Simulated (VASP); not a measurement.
Wanted: the native input for a VASP 6.6.1 run.

- Task: single point
- Functional: LDA
- Potentials or basis: VASP PAW LDA potentials, release 64 (O, H, Li_sv, Cl)
- Cutoff: 520 eV
- k mesh: 1 × 1 × 1
- Occupations: fermi-dirac, width 0.05 eV
- Spin: no spin polarisation
- Dipole correction: no
- Further INCAR settings: ALGO = Normal; EDIFF = 1e-06; NBANDS = 34

The structure of LiH8ClO4 lies in POSCAR:

```
LiH8ClO4
1.0
    5.2848030000      0.0000000000      0.0000000000
    0.0000000000      5.2848030000      0.0000000000
    0.0000000000      0.0000000000      5.2848030000
O H Li Cl
4 8 1 1
Direct
    0.5445236085      0.8036250358      0.1568270378
    0.3458974724      0.4935850967      0.7180210880
    0.6331361831      0.0180706831      0.6843963720
    1.0284962372      0.6221423958      0.9904626530
    0.3829849476      0.8531633062      0.2745419271
    0.6999125606      0.9011878021      0.1982476925
    0.2035459032      0.5776941922      0.8451024570
    0.5117882351      0.3961169414      0.8152243329
    0.8142403794      0.0556879793      0.7366405143
    0.5389794095     -0.1076861332      0.7947694550
    1.0342107360      0.8370794522      1.0709008453
    1.0453559007      0.5017784012      1.1301840390
    0.4500262356      0.3476193909      0.4104599547
    0.0472865308      1.1138731188      0.2286367155
```

The cell was built by a generator and needn't be a form met in nature.

One way to write it, as run:

INCAR

```
SYSTEM = LiH8ClO4
ALGO     = Normal         ! electronic algorithm
EDIFF    = 1E-6           ! SCF threshold, eV
ENCUT    = 520            ! plane-wave cutoff, eV
ISIF     = 2              ! what is computed and relaxed
ISMEAR   = -1             ! smearing method
LASPH    = .TRUE.         ! aspherical terms in the spheres
LCHARG   = .FALSE.        ! write CHGCAR
LREAL    = .FALSE.        ! projectors in reciprocal space
LWAVE    = .FALSE.        ! write WAVECAR
NBANDS   = 34             ! bands
NELM     = 60             ! most SCF steps
PREC     = Accurate       ! precision mode
SIGMA    = 0.05           ! smearing width, eV
```

KPOINTS

```
k-points
0
G
  1 1 1
  0 0 0
```

Potentials or basis: VASP PAW LDA potentials, release 64 (O, H, Li_sv, Cl).

Run with:

```bash
$ cat potpaw_LDA.64/O/POTCAR potpaw_LDA.64/H/POTCAR potpaw_LDA.64/Li_sv/POTCAR potpaw_LDA.64/Cl/POTCAR > POTCAR
$ mpirun -np 1 vasp_gam > vasp.out
```

Results of the run:

* Largest force: 4.718 eV/Å
* Band gap on the k mesh: 3.57 eV, direct

Wall time 8.7 s on 1 thread of AMD EPYC 7R13 Processor (Zen 3), on a shared host, peak memory 0.15 GiB.
